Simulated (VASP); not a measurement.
Data:

```
CELL_PARAMETERS angstrom
      2.86400     0.00000     0.00000
      0.00000     2.86400     0.00000
      0.00000     0.00000     3.51000
ATOMIC_POSITIONS crystal
  Pt 0.00000 0.00000 0.00000
  Zn 0.50000 0.50000 0.50000
```

These are PBEsol GGA, VASP's PBE PAW potentials (set 64) (plane waves; VASP 6.6.1) values and carry that method's errors. Settings: 400 eV cut-off, 11×11×9 Γ-centred mesh, first-order Methfessel-Paxton smearing of 0.10 eV, potentials Pt Zn.

Energy and stress use the plane-wave basis of the starting cell.

The ions, cell shape and volume are relaxed. What does this cell relax into?

```
CELL_PARAMETERS angstrom
      2.83458     0.00000     0.00000
      0.00000     2.83458     0.00000
      0.00000     0.00000     3.47452
ATOMIC_POSITIONS crystal
  Pt 0.00000 0.00000 0.00000
  Zn 0.50000 0.50000 0.50000
```
Space group P4/mmm (123), at a tolerance of 0.03 Å.

How do energy and volume change from the first to the last step?

The energy (σ→0) changes by -8.2 meV/atom and the volume by -3.0 %, in 4 ionic steps.

The structure comes from a measured ZnPt entry (P4/mmm) of the Crystallography Open Database, whose conditions weren't checked. This run relaxes it. Symmetry was kept, so distortions that lower it aren't found.
